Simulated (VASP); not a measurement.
Pt: single point with PBE+D3(BJ)

Slab: Pt, a slab with vacuum.

```
Pt
1.0
     5.55589    0.00000    0.00000
    -2.77794    4.81154    0.00000
     0.00000    0.00000   23.80455
Pt
16
Direct
  0.33333 0.16667 0.35707
  0.33333 0.66667 0.35707
  0.83333 0.16667 0.35707
  0.83333 0.66667 0.35707
  0.66667 0.33333 0.45236
  0.66667 0.83333 0.45236
  0.16667 0.33333 0.45236
  0.16667 0.83333 0.45236
  0.00000 0.50000 0.54700
  0.00000 0.00000 0.54700
  0.50000 0.50000 0.54700
  0.50000 0.00000 0.54700
  0.33333 0.66667 0.64337
  0.33333 0.16667 0.64337
  0.83333 0.66667 0.64337
  0.83333 0.16667 0.64337
```

The cell isn't the ideal one: clean slab, lower half held.

```yaml
Program: VASP 6.6.1
Task: single point
Functional: PBE
Dispersion: D3(BJ)
Potentials_or_basis: VASP PAW PBE potentials, release 64 (Pt)
Cutoff: 520 eV
k_mesh: 6 × 6 × 1
Occupations: gaussian, width 0.1 eV
Spin: no spin polarisation
```

```json
{"Largest force": "0.185 eV/Å", "Band gap on the k mesh": "none (metal or under the smearing width)", "Dispersion energy per atom": "-0.576 eV", "Work function of the upper face": "5.71 eV", "Work function of the lower face": "5.70 eV"}
```

Forces on the atoms (eV/Å):
```
Pt   0.000  0.000 -0.169
Pt   0.000  0.000 -0.169
Pt   0.000  0.000 -0.169
Pt   0.000  0.000 -0.169
Pt   0.000  0.000  0.185
Pt   0.000  0.000  0.185
Pt   0.000  0.000  0.185
Pt   0.000  0.000  0.185
Pt   0.000  0.000 -0.010
Pt   0.000  0.000 -0.010
Pt   0.000  0.000 -0.010
Pt   0.000  0.000 -0.010
Pt   0.000  0.000 -0.005
Pt   0.000  0.000 -0.005
Pt   0.000  0.000 -0.005
Pt   0.000  0.000 -0.005
```

Levels at points of the mesh, in eV from the Fermi level:
```csv
k point,band 76,band 77,band 78,band 79,band 80,band 81,band 82,band 83
"(0.00, 0.00, 0.00)",0.28,0.28,0.28,0.57,0.57,0.57,0.61,0.61
"(0.50, 0.00, 0.00)",-0.52,-0.31,-0.31,0.07,0.07,0.07,0.07,0.30
```

It took 13 min on 1 thread of Intel(R) Xeon(R) Platinum 8375C CPU @ 2.90GHz (Ice Lake), on a shared host, peak memory 0.76 GiB.

The run has no spin-orbit coupling, so splittings on Pt are missing.
